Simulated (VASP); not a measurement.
# GW on C (Diamond), part 6 of 8

How does the gap of C (Diamond) change from the starting functional to GW? The cell has space group Fd-3m. The start is a cell from a database of measured crystal structures.

VASP 6.6.1, plane waves and PAW; the level of theory is named at each step.

So far, quasiparticle gap on the mesh (eV): step 3 (evGW0, evGW0 on PBE) 5.67; step 4 (evGW, evGW on PBE) 5.92. Also gap on the k-mesh (eV): step 2 (empty bands, functional PBE) 4.15.

### Step 5. QPGW0

This step: QPGW0 on PBE; plane waves and PAW (C_GW) (VASP 6.6.1).

Here the orbitals are updated too, by diagonalising a Hermitian self-energy in the bands up to NBANDSGW.

INCAR

```
SYSTEM = C
PREC = Accurate
ENCUT = 440
ISMEAR = 0
SIGMA = 0.01
LREAL = .FALSE.
GGA = PE
NBANDS = 80
ALGO = QPGW0
NELMGW = 4
ENCUTGW = 200
NOMEGA = 64
PRECFOCK = Fast
NBANDSGW = 24
LWAVE = .FALSE.
LCHARG = .FALSE.
```

POSCAR

```
C
1.0
    0.0000000000      1.7833700000      1.7833700000
    1.7833700000      0.0000000000      1.7833700000
    1.7833700000      1.7833700000      0.0000000000
C
2
Direct
    0.7500000000      0.7500000000      0.7500000000
    0.5000000000      0.5000000000      0.5000000000
```

KPOINTS

```
Automatic mesh
0
Gamma
6 6 6
0 0 0
```

The projector-augmented-wave data sets are C_GW (PBE family, release 64).

Launch:

```bash
mpirun -np 8 vasp_std
```

The log of the run:

```text
[banner, memory and clock lines left out]
running    8 mpi-ranks, on    1 nodes
 distrk:  each k-point on    8 cores,    1 groups
 distr:  one band on    1 cores,    8 groups

 POSCAR found type information on POSCAR C
 POSCAR found :  1 types and       2 ions
 [... a notice as in an earlier step ...]

 [... a notice as in an earlier step ...]

 LDA part: xc-table for (Slater+PW92), standard interpolation
 found WAVECAR, reading the header
 POSCAR, INCAR and KPOINTS ok, starting setup
 FFT: planning ... GRIDC
 FFT: planning ... GRID_SOFT
 FFT: planning ... GRID
 reading WAVECAR
 the WAVECAR file was read successfully
 initial charge from wavefunction
 available memory per node:     87.10 GB, setting MAXMEM to     89186

 The Fermi energy was updated, please check that it is located mid-gap
 values below the HOMO (VB) or above the LUMO (CB) will cause erroneous energies
 E-fermi :  11.8419

 calculate exact exchange contribution
 the WAVEDER file was read successfully
energies w=
    0.000    0.000    0.862    0.000    1.722    0.000    2.578    0.000
    3.429    0.000    4.272    0.000    5.106    0.000    5.932    0.000
    6.746    0.000    7.550    0.000    8.343    0.000    9.124    0.000
    9.896    0.000   10.656    0.000   11.407    0.000   12.149    0.000
   12.884    0.000   13.612    0.000   14.334    0.000   15.053    0.000
   15.768    0.000   16.483    0.000   17.198    0.000   17.915    0.000
   18.636    0.000   19.363    0.000   20.097    0.000   20.841    0.000
   21.598    0.000   22.369    0.000   23.157    0.000   23.965    0.000
   24.797    0.000   25.656    0.000   26.546    0.000   27.471    0.000
   28.436    0.000   29.447    0.000   30.511    0.000   31.633    0.000
   32.826    0.000   34.096    0.000   35.456    0.000   36.919    0.000
   38.503    0.000   40.227    0.000   42.115    0.000   44.195    0.000
   46.504    0.000   49.087    0.000   52.000    0.000   55.317    0.000
   59.131    0.000   63.570    0.000   68.804    0.000   75.070    0.000
   82.709    0.000   92.226    0.000  104.404    0.000  120.525    0.000
  142.848    0.000  175.745    0.000  228.946    0.000  329.367    0.000
 responsefunction array rank=      80
 LDA part: xc-table for (Slater+PW92), standard interpolation

 min. memory requirement per mpi rank    105.9 MB, per node    847.2 MB

 allocating   8 responsefunctions rank=    80
 shmem allocating  64 responsefunctions rank=    80
 response function shared by NCSHMEM nodes    1
 Doing            8  frequencies on each core in blocks of           64
NQ=   1    0.0000    0.0000    0.0000,
|.........|.........|.........|.........|.........|.........|.........|.........
 performed        192000 updates of chi_q(r,r)
 total number of BLAS operations          6.52 Gflops
NQ=   2    0.1667    0.0000    0.0000,
|.........|.........|.........|.........|.........|.........|.........|.........
 performed        645000 updates of chi_q(r,r)
 total number of BLAS operations         21.86 Gflops
NQ=   3    0.3333    0.0000    0.0000,
|.........|.........|.........|.........|.........|.........|.........|.........
 performed       1098000 updates of chi_q(r,r)
 total number of BLAS operations         41.74 Gflops
NQ=   4    0.5000    0.0000    0.0000,
|.........|.........|.........|.........|.........|.........|.........|.........
 performed       1459000 updates of chi_q(r,r)
 total number of BLAS operations         58.46 Gflops
NQ=   5    0.1667    0.1667    0.0000,
|.........|.........|.........|.........|.........|.........|.........|.........
 performed       1912000 updates of chi_q(r,r)
 total number of BLAS operations         73.33 Gflops
NQ=   6    0.3333    0.1667    0.0000,
|.........|.........|.........|.........|.........|.........|.........|.........
 performed       2696000 updates of chi_q(r,r)
 total number of BLAS operations        103.19 Gflops
NQ=   7    0.5000    0.1667    0.0000,
|.........|.........|.........|.........|.........|.........|.........|.........
 performed       3480000 updates of chi_q(r,r)
 total number of BLAS operations        137.55 Gflops
NQ=   8   -0.3333    0.1667    0.0000,
|.........|.........|.........|.........|.........|.........|.........|.........
 performed       4264000 updates of chi_q(r,r)
 total number of BLAS operations        170.97 Gflops
NQ=   9   -0.1667    0.1667    0.0000,
|.........|.........|.........|.........|.........|.........|.........|.........
 performed       4925000 updates of chi_q(r,r)
 total number of BLAS operations        197.64 Gflops
NQ=  10    0.3333    0.3333    0.0000,
|.........|.........|.........|.........|.........|.........|.........|.........
 performed       5378000 updates of chi_q(r,r)
 total number of BLAS operations        218.61 Gflops
NQ=  11    0.5000    0.3333    0.0000,
|.........|.........|.........|.........|.........|.........|.........|.........
 performed       6162000 updates of chi_q(r,r)
 total number of BLAS operations        254.85 Gflops
NQ=  12   -0.3333    0.3333    0.0000,
|.........|.........|.........|.........|.........|.........|.........|.........
 performed       6823000 updates of chi_q(r,r)
 total number of BLAS operations        283.04 Gflops
NQ=  13    0.5000    0.5000    0.0000,
|.........|.........|.........|.........|.........|.........|.........|.........
 performed       7130000 updates of chi_q(r,r)
 total number of BLAS operations        293.13 Gflops
NQ=  14    0.5000    0.3333    0.1667,
|.........|.........|.........|.........|.........|.........|.........|.........
 performed       8029000 updates of chi_q(r,r)
 total number of BLAS operations        334.69 Gflops
NQ=  15   -0.3333    0.3333    0.1667,
|.........|.........|.........|.........|.........|.........|.........|.........
 performed       8866000 updates of chi_q(r,r)
 total number of BLAS operations        369.43 Gflops
NQ=  16   -0.3333    0.5000    0.1667,
|.........|.........|.........|.........|.........|.........|.........|.........
 performed       9531000 updates of chi_q(r,r)
 total number of BLAS operations        397.02 Gflops
 resolving degeneracies of screened two electron integrals

 calculate QP shifts <psi_nk| G(iteration)W_0 |psi_nk>: iteration 1

 QP shifts <psi_nk| G(iteration)W_0 |psi_nk>: iteration 1
 NQ=           1  operations          48
 NQ=           2  operations           6
 NQ=           3  operations           6
 NQ=           4  operations          12
 NQ=           5  operations           8
 NQ=           6  operations           2
 NQ=           7  operations           2
 NQ=           8  operations           2
 NQ=           9  operations           4
 NQ=          10  operations           8
[...]
NQ=   4    0.5000    0.0000    0.0000,
|.........|.........|.........|.........|.........|.........|.........|.........
 performed       1459000 updates of chi_q(r,r)
 total number of BLAS operations         58.46 Gflops
NQ=   5    0.1667    0.1667    0.0000,
|.........|.........|.........|.........|.........|.........|.........|.........
 performed       1912000 updates of chi_q(r,r)
 total number of BLAS operations         73.33 Gflops
NQ=   6    0.3333    0.1667    0.0000,
|.........|.........|.........|.........|.........|.........|.........|.........
 performed       2696000 updates of chi_q(r,r)
 total number of BLAS operations        103.19 Gflops
NQ=   7    0.5000    0.1667    0.0000,
|.........|.........|.........|.........|.........|.........|.........|.........
 performed       3480000 updates of chi_q(r,r)
 total number of BLAS operations        137.55 Gflops
NQ=   8   -0.3333    0.1667    0.0000,
|.........|.........|.........|.........|.........|.........|.........|.........
 performed       4264000 updates of chi_q(r,r)
 total number of BLAS operations        170.97 Gflops
NQ=   9   -0.1667    0.1667    0.0000,
|.........|.........|.........|.........|.........|.........|.........|.........
 performed       4925000 updates of chi_q(r,r)
 total number of BLAS operations        197.64 Gflops
NQ=  10    0.3333    0.3333    0.0000,
|.........|.........|.........|.........|.........|.........|.........|.........
 performed       5378000 updates of chi_q(r,r)
 total number of BLAS operations        218.61 Gflops
NQ=  11    0.5000    0.3333    0.0000,
|.........|.........|.........|.........|.........|.........|.........|.........
 performed       6162000 updates of chi_q(r,r)
 total number of BLAS operations        254.85 Gflops
NQ=  12   -0.3333    0.3333    0.0000,
|.........|.........|.........|.........|.........|.........|.........|.........
 performed       6823000 updates of chi_q(r,r)
 total number of BLAS operations        283.04 Gflops
NQ=  13    0.5000    0.5000    0.0000,
|.........|.........|.........|.........|.........|.........|.........|.........
 performed       7130000 updates of chi_q(r,r)
 total number of BLAS operations        293.13 Gflops
NQ=  14    0.5000    0.3333    0.1667,
|.........|.........|.........|.........|.........|.........|.........|.........
 performed       8029000 updates of chi_q(r,r)
 total number of BLAS operations        334.69 Gflops
NQ=  15   -0.3333    0.3333    0.1667,
|.........|.........|.........|.........|.........|.........|.........|.........
 performed       8866000 updates of chi_q(r,r)
 total number of BLAS operations        369.43 Gflops
NQ=  16   -0.3333    0.5000    0.1667,
|.........|.........|.........|.........|.........|.........|.........|.........
 performed       9531000 updates of chi_q(r,r)
 total number of BLAS operations        397.02 Gflops
 resolving degeneracies of screened two electron integrals

 QP shifts <psi_nk| G(iteration)W_0 |psi_nk>: iteration 3
 NQ=           1  operations          48
 NQ=           2  operations           6
 NQ=           3  operations           6
 NQ=           4  operations          12
 NQ=           5  operations           8
 NQ=           6  operations           2
 NQ=           7  operations           2
 NQ=           8  operations           2
 NQ=           9  operations           4
 NQ=          10  operations           8
 NQ=          11  operations           2
 NQ=          12  operations           4
 NQ=          13  operations          16
 NQ=          14  operations           2
 NQ=          15  operations           2
 NQ=          16  operations           4
 allocating   8 responsefunctions rank=    80
 shmem allocating  64 responsefunctions rank=    80
 response function shared by NCSHMEM nodes    1
 Doing            8  frequencies on each core in blocks of           64
NQ=   1    0.0000    0.0000    0.0000,
|.........|.........|.........|.........|.........|.........|.........|.........
 performed        192000 updates of chi_q(r,r)
 total number of BLAS operations          6.52 Gflops
NQ=   2    0.1667    0.0000    0.0000,
|.........|.........|.........|.........|.........|.........|.........|.........
 performed        645000 updates of chi_q(r,r)
 total number of BLAS operations         21.86 Gflops
NQ=   3    0.3333    0.0000    0.0000,
|.........|.........|.........|.........|.........|.........|.........|.........
 performed       1098000 updates of chi_q(r,r)
 total number of BLAS operations         41.74 Gflops
NQ=   4    0.5000    0.0000    0.0000,
|.........|.........|.........|.........|.........|.........|.........|.........
 performed       1459000 updates of chi_q(r,r)
 total number of BLAS operations         58.46 Gflops
NQ=   5    0.1667    0.1667    0.0000,
|.........|.........|.........|.........|.........|.........|.........|.........
 performed       1912000 updates of chi_q(r,r)
 total number of BLAS operations         73.33 Gflops
NQ=   6    0.3333    0.1667    0.0000,
|.........|.........|.........|.........|.........|.........|.........|.........
 performed       2696000 updates of chi_q(r,r)
 total number of BLAS operations        103.19 Gflops
NQ=   7    0.5000    0.1667    0.0000,
|.........|.........|.........|.........|.........|.........|.........|.........
 performed       3480000 updates of chi_q(r,r)
 total number of BLAS operations        137.55 Gflops
NQ=   8   -0.3333    0.1667    0.0000,
|.........|.........|.........|.........|.........|.........|.........|.........
 performed       4264000 updates of chi_q(r,r)
 total number of BLAS operations        170.97 Gflops
NQ=   9   -0.1667    0.1667    0.0000,
|.........|.........|.........|.........|.........|.........|.........|.........
 performed       4925000 updates of chi_q(r,r)
 total number of BLAS operations        197.64 Gflops
NQ=  10    0.3333    0.3333    0.0000,
|.........|.........|.........|.........|.........|.........|.........|.........
 performed       5378000 updates of chi_q(r,r)
 total number of BLAS operations        218.61 Gflops
NQ=  11    0.5000    0.3333    0.0000,
|.........|.........|.........|.........|.........|.........|.........|.........
 performed       6162000 updates of chi_q(r,r)
 total number of BLAS operations        254.85 Gflops
NQ=  12   -0.3333    0.3333    0.0000,
|.........|.........|.........|.........|.........|.........|.........|.........
 performed       6823000 updates of chi_q(r,r)
 total number of BLAS operations        283.04 Gflops
NQ=  13    0.5000    0.5000    0.0000,
|.........|.........|.........|.........|.........|.........|.........|.........
 performed       7130000 updates of chi_q(r,r)
 total number of BLAS operations        293.13 Gflops
NQ=  14    0.5000    0.3333    0.1667,
|.........|.........|.........|.........|.........|.........|.........|.........
 performed       8029000 updates of chi_q(r,r)
 total number of BLAS operations        334.69 Gflops
NQ=  15   -0.3333    0.3333    0.1667,
|.........|.........|.........|.........|.........|.........|.........|.........
 performed       8866000 updates of chi_q(r,r)
 total number of BLAS operations        369.43 Gflops
NQ=  16   -0.3333    0.5000    0.1667,
|.........|.........|.........|.........|.........|.........|.........|.........
 performed       9531000 updates of chi_q(r,r)
 total number of BLAS operations        397.02 Gflops
 resolving degeneracies of screened two electron integrals

 QP shifts <psi_nk| G(iteration)W_0 |psi_nk>: iteration 4
 NQ=           1  operations          48
 NQ=           2  operations           6
 NQ=           3  operations           6
 NQ=           4  operations          12
 NQ=           5  operations           8
 NQ=           6  operations           2
 NQ=           7  operations           2
 NQ=           8  operations           2
 NQ=           9  operations           4
 NQ=          10  operations           8
 NQ=          11  operations           2
 NQ=          12  operations           4
 NQ=          13  operations          16
 NQ=          14  operations           2
 NQ=          15  operations           2
 NQ=          16  operations           4
 entering main loop
```

It took 6.6 min on 8 MPI ranks of AMD EPYC 7R43, shared host; peak memory 1.2 GiB.

From OUTCAR (step 5):

```text
   NELECT =       8.0000    total number of electrons

 E-fermi :  11.8419

 k-point   7 :       0.5000    0.1667    0.0000
  band No.  KS-energies  QP-energies   sigma(KS)   V_xc(KS)     V^pw_x(r,r')   Z            occupation Imag(sigma)
      1      -5.9587      -7.4375     -17.4040     -15.4266     -24.2578       0.7478       2.0000       0.6375
      2      -2.2461      -3.5985     -16.7915     -15.0056     -22.0520       0.7573       2.0000       0.2693
      3       4.7809       3.6754     -17.3650     -15.9913     -20.3455       0.8048       2.0000       0.0830
      4       5.8061       4.8070     -17.3646     -16.1325     -20.0367       0.8109       2.0000       0.0729
      5      16.8642      17.6856     -13.3972     -14.3936      -7.9664       0.8244       0.0000      -0.0846
      6      20.4885      21.7093     -14.1404     -15.6611      -7.7583       0.8028       0.0000      -0.1170
      7      20.9891      22.0037     -14.6848     -15.9612      -8.1565       0.7949       0.0000      -0.1251
      8      24.0536      25.1066     -13.5458     -14.8900      -6.2403       0.7834       0.0000      -0.1964
    ...

 QP shifts <psi_nk| G(iteration)W_0 |psi_nk>: iteration 1
 k-point   1 :       0.0000    0.0000    0.0000
  band No. DFT-energies  QP-energies  QP-e(diag)   sigma(DFT)    Z            occupation
      1     -11.7098     -13.4158     -13.4029     -13.9413       0.7587       2.0000
      2       9.7647       8.9365       9.0404       8.8877       0.8259       2.0000
      3       9.7647       8.9365       9.0404       8.8877       0.8259       2.0000
      4       9.7647       8.9365       9.0404       8.8877       0.8259       2.0000
      5      15.3571      16.3606      16.3817      16.6014       0.8234       0.0000
      6      15.3571      16.3606      16.3817      16.6014       0.8234       0.0000
      7      15.3571      16.3606      16.3817      16.6014       0.8234       0.0000
      8      23.0835      23.9437      23.9611      24.2256       0.7684       0.0000
    ...

     24      84.0866      84.0866      84.0866      84.0866       1.0000       0.0000

     24      84.0956      84.0956      84.0956      84.0956       1.0000       0.0000

 QP shifts <psi_nk| G(iteration)W_0 |psi_nk>: iteration 2
 k-point   1 :       0.0000    0.0000    0.0000
  band No. DFT-energies  QP-energies  QP-e(diag)   sigma(DFT)    Z            occupation
      1     -13.4158     -13.8034     -13.7961     -13.9195       0.7549       2.0000
      2       8.9365       8.8598       8.9052       8.8988       0.8282       2.0000
      3       8.9365       8.8598       8.9052       8.8988       0.8282       2.0000
      4       8.9365       8.8598       8.9052       8.8988       0.8282       2.0000
      5      16.3606      16.3814      16.5333      16.5696       0.8263       0.0000
      6      16.3606      16.3814      16.5333      16.5696       0.8263       0.0000
      7      16.3606      16.3814      16.5333      16.5696       0.8263       0.0000
      8      23.9437      24.1175      24.1280      24.1826       0.7715       0.0000
    ...

 QP shifts <psi_nk| G(iteration)W_0 |psi_nk>: iteration 3
 k-point   1 :       0.0000    0.0000    0.0000
  band No. DFT-energies  QP-energies  QP-e(diag)   sigma(DFT)    Z            occupation
      1     -13.8034     -13.9087     -13.9029     -13.9362       0.7496       2.0000
      2       8.8598       8.7996       8.8418       8.8380       0.8293       2.0000
      3       8.8598       8.7996       8.8418       8.8380       0.8293       2.0000
      4       8.8598       8.7996       8.8418       8.8380       0.8293       2.0000
      5      16.3814      16.3322      16.5177      16.5463       0.8269       0.0000
      6      16.3814      16.3322      16.5177      16.5463       0.8269       0.0000
      7      16.3814      16.3322      16.5177      16.5463       0.8269       0.0000
      8      24.1175      24.0988      24.1061      24.1027       0.7714       0.0000
    ...

 QP shifts <psi_nk| G(iteration)W_0 |psi_nk>: iteration 4
 k-point   1 :       0.0000    0.0000    0.0000
  band No. DFT-energies  QP-energies  QP-e(diag)   sigma(DFT)    Z            occupation
      1     -13.9087     -13.9418     -13.9362     -13.9453       0.7492       2.0000
      2       8.7996       8.7531       8.7955       8.7946       0.8294       2.0000
      3       8.7996       8.7531       8.7955       8.7946       0.8294       2.0000
      4       8.7996       8.7531       8.7955       8.7946       0.8294       2.0000
      5      16.3322      16.3113      16.4890      16.5220       0.8264       0.0000
      6      16.3322      16.3113      16.4890      16.5220       0.8264       0.0000
      7      16.3322      16.3113      16.4890      16.5220       0.8264       0.0000
      8      24.0988      24.0575      24.0646      24.0544       0.7716       0.0000
    ...

[... 16 parts as in an earlier step ...]

[... 29 further parts left out ...]
```

This step gave:

* quasiparticle gap on the mesh: 5.734 eV
* smallest direct quasiparticle gap on the mesh: 7.558 eV

QP gap by iteration, by row:

```
iteration  gap (eV)  direct gap (eV)
        1     5.535            7.424
        2     5.649            7.522
        3     5.696            7.533
        4     5.734            7.558
```

GW takes the gap from 4.154 to 5.734 eV. That is +61 meV against evGW0 on PBE. The last pass still moved it by +38 meV. The value holds for 80 bands, ENCUTGW = 200 eV and this mesh, and isn't shown to be converged in them.

(Part 6 of 8 ends here.)

[Lines on the potential files, build, host, timing and source positions are cut from VASP's logs without a mark.]

[Logs are printed without paths, hosts, clocks, repeated set-up lines and the standing remarks that a program may print on its own settings, such as how far it seeks lower states.]

[Hosts, paths, dates, database ids (printed as entryN), source tags and the programs' standing remarks are cut or masked in the printed files.]

[Pressures printed for these runs are not shown converged in the cutoff: they can be off by several GPa and have the wrong sign.]
